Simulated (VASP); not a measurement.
An input for Quantum ESPRESSO's pw.x (written as the equivalent of a VASP run, and not itself run):

```
&CONTROL
  calculation = 'scf'
  pseudo_dir = './pseudo'
  outdir = './out'
  tprnfor = .true.
  tstress = .true.
/
&SYSTEM
  ibrav = 0
  nat = 4
  ntyp = 3
  ecutwfc = 96
  occupations = 'smearing'
  smearing = 'gaussian'
  degauss = 0.003675
  input_dft = 'pbe'
  nspin = 2
  starting_magnetization(1) = 0.5
  starting_magnetization(2) = -0.5
/
&ELECTRONS
  conv_thr = 7.3e-08
  electron_maxstep = 100
/
ATOMIC_SPECIES
  Mn1 54.938 Mn.upf
  Mn2 54.938 Mn.upf
  S 32.060 S.upf
CELL_PARAMETERS angstrom
     5.2200000    2.6100000    2.6100000
     2.6100000    5.2200000    2.6100000
     2.6100000    2.6100000    5.2200000
ATOMIC_POSITIONS crystal
  Mn1  0.0000000  0.0000000  0.0000000
  Mn2  0.5000000  0.5000000  0.5000000
  S    0.2500000  0.2500000  0.2500000
  S    0.7500000  0.7500000  0.7500000
K_POINTS automatic
  5 5 5 0 0 0
```

Translate this input to VASP (INCAR, KPOINTS, POSCAR, choice of POTCAR).

This is not unique; one that fits is 
INCAR:
```
SYSTEM = MnS
PREC = Accurate
ENCUT = 400
EDIFF = 1E-6
NELM = 100
ALGO = Normal
LREAL = .FALSE.
LASPH = .TRUE.
ISMEAR = 0
SIGMA = 0.05
GGA = PE
LMAXMIX = 4
ISPIN = 2
MAGMOM = 5.0 -5.0 0.0 0.0
LORBIT = 10
LWAVE = .FALSE.
LCHARG = .FALSE.
ISIF = 2
```

File POSCAR:
```
MnS
6.3931680
  0.8164966101   0.4082483051   0.4082483051
  0.4082483051   0.8164966101   0.4082483051
  0.4082483051   0.4082483051   0.8164966101
Mn S
2 2
Cartesian
  0.0000000000   0.0000000000   0.0000000000
  0.8164966101   0.8164966101   0.8164966101
  0.4082483051   0.4082483051   0.4082483051
  1.2247449152   1.2247449152   1.2247449152
```

KPOINTS:
```
kpoints
0
gamma
5 5 5
0 0 0
```

POTCAR, in this order: Mn_pv S (PBE.64 set). Program: vasp_std.

The two are equivalent in intent, not identical: the potentials are each code's own (VASP's PAW set, PseudoDojo norm-conserving files in pw.x), so ENCUT and ecutwfc are chosen apart and not converted; conv_thr bounds pw.x's estimated SCF error, while EDIFF bounds the energy change between steps; starting_magnetization is a fraction of the valence charge and MAGMOM a moment in μB, so they match only roughly.

The compound is MnS in the rock salt, AFM-II order structure. The cell was not relaxed at this level.
